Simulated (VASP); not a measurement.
Given:

```xyz
2
Lattice="0.0000 2.7920 2.7920 2.7920 0.0000 2.7920 2.7920 2.7920 0.0000" Properties=species:S:1:pos:R:3 pbc="T T T"
Mg     0.0000     0.0000     0.0000
S      4.1880     4.1880     4.1880
```

The numbers are results of LDA (Ceperley-Alder, Perdew-Zunger), VASP's LDA PAW potentials (set 64) (plane waves; VASP), not measurements. Settings: 400 eV cut-off, 7×7×7 Γ-centred mesh, Gaussian smearing of 0.050 eV, potentials Mg S.

**Question.** Estimate the energy per atom (σ→0), band gap (on the k-mesh) with the smallest direct gap where there is one.

**Answer.** 
```
Item                                         Result
-----------------------------------  --------------
band gap (on the k-mesh)                    3.40 eV
smallest direct gap (on the k-mesh)         3.40 eV
energy per atom (σ→0)                -4.697 eV/atom
```

Only differences to runs with the same potentials and settings are physical.

The structure comes from a computed database's MgS entry (F-43m); how it stands against other phases isn't given here. It was relaxed first. The start is the result of an earlier pass.
